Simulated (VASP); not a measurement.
Data:

```xyz
3
Lattice="0.0000 2.9884 2.9884 2.9884 0.0000 2.9884 2.9884 2.9884 0.0000" Properties=species:S:1:pos:R:3 pbc="T T T"
Ba     0.0000     0.0000     0.0000
F      1.4942     1.4942     1.4942
F      4.4825     4.4825     4.4825
```

The numbers are results of r2SCAN meta-GGA, VASP's PBE PAW potentials (set 64) (plane waves; VASP 6.6.1), not measurements. Settings: 600 eV cut-off, 6×6×6 Γ-centred mesh, Gaussian smearing of 0.050 eV, potentials Ba_sv F.

Task: Estimate the energy per atom (σ→0), pressure.

Result: 
```yaml
energy per atom (σ→0): -14.954 eV/atom
pressure: 10.05 GPa
```

Only differences to runs with the same potentials and settings are physical.

The compound is BaF2 in the fluorite structure. This cell was strained or had an atom moved on purpose.
